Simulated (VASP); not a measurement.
Input:

```xyz
17
Lattice="5.8438 0.0000 0.0000 2.9219 5.0609 0.0000 0.0000 0.0000 20.8060" Properties=species:S:1:pos:R:3 pbc="T T T"
Ti     5.8438     1.7597     7.0526
Ti     2.9219     1.6870     7.1483
Ti     7.2417     4.1810     7.0526
Ti     4.4458     4.1810     7.0526
Ti     0.0000     0.0000     9.0762
Ti     2.9219     0.0138     9.2593
Ti     1.4729     2.5235     9.2593
Ti     4.3709     2.5235     9.2593
Ti     5.8438     1.6878    11.5800
Ti     2.9219     1.6870    11.8273
Ti     7.3040     4.2170    11.5800
Ti     4.3836     4.2170    11.5800
Ti     0.0000     0.0000    13.6767
Ti     5.8438     4.9331    13.8949
Ti     7.1941     2.5943    13.8949
Ti     4.4935     2.5943    13.8949
C      2.9219     1.6870    14.6379
```

Level of theory: PBE GGA, VASP's PBE PAW potentials (set 64) (plane waves; VASP). Numerical set-up: PREC = Normal, 400 eV cut-off, 5×5×1 Γ-centred mesh, first-order Methfessel-Paxton smearing of 0.10 eV, potentials Ti C.

Problem. Estimate the energy per atom (σ→0), band gap (on the k-mesh) with the smallest direct gap where there is one.

Solution. 
The band gap (on the k-mesh) is none (metal, semimetal or under 0.01 eV). The energy per atom (σ→0) is -7.416 eV/atom.

Total energies compare only between runs with the same potentials, cut-off and functional.

The cell is a thin slab with vacuum, built from Ti (hcp): (001) face, C adsorbed.
